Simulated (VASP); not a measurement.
An input for Ansatz (written as the equivalent of a VASP run, and not itself run):

Ansatz 0.2 input:
```yaml
crystal:
  lattice:
    - [0.0000000, 2.6568070, 2.5703360]
    - [2.5496310, 0.0000000, 2.5703360]
    - [2.5496310, 2.6568070, 0.0000000]
  atoms:
    - { symbol: Mg, position: [0.0000000, 0.0000000, 0.0000000] }
    - { symbol: S, position: [0.4942240, 0.5057760, 0.5057760] }
kpoints:
  mp_grid: { grid: [8, 8, 8] }
hamiltonian:
  xc: pbe
  dispersion: d3bj
  pseudopotentials: { kind: paw }
scf:
  occupations: { method: gaussian, width: 0.05 }
  max_iter: 100
output: { forces: true, stress: true, eigenvalues: true }
```

Problem. Write the VASP files for the same calculation (PBE-D3(BJ)).

Solution. This is not unique; one that fits is 
**INCAR**
```
SYSTEM=MgS
PREC=Accurate; ENCUT=400; LREAL=F
LASPH=T
EDIFF=1E-6; NELM=100; ALGO=Normal
ISMEAR=0; SIGMA=0.05
GGA=PE; IVDW=12
ISIF=2
LWAVE=F; LCHARG=F
```

**POSCAR**
```
MgS
3.6966540
  0.0000000000   0.7187058892   0.6953141949
  0.6897131839   0.0000000000   0.6953141949
  0.6897131839   0.7187058892   0.0000000000
Mg S
1 1
Cartesian
  0.0000000000   0.0000000000   0.0000000000
  0.6976807506   0.7187058892   0.6953141949
```

**KPOINTS**
```
Automatic
0
G
8 8 8
```

POTCAR, in this order: Mg S (PBE.64 set). Program: vasp_std.

What does not carry over: each code has its own PAW files, so the cut-off isn't converted (ENCUT is set for VASP's; basis.ecutwfc is left out, and Ansatz then takes the one that its files recommend); Ansatz stops its SCF on the density residual and VASP on the energy change (EDIFF).

The compound is MgS in the rock salt structure. The cell was not relaxed at this level, atoms are displaced from their ideal sites. The run is one of a series of settings (IVDW = 12 against the base run), some of them coarse on purpose.
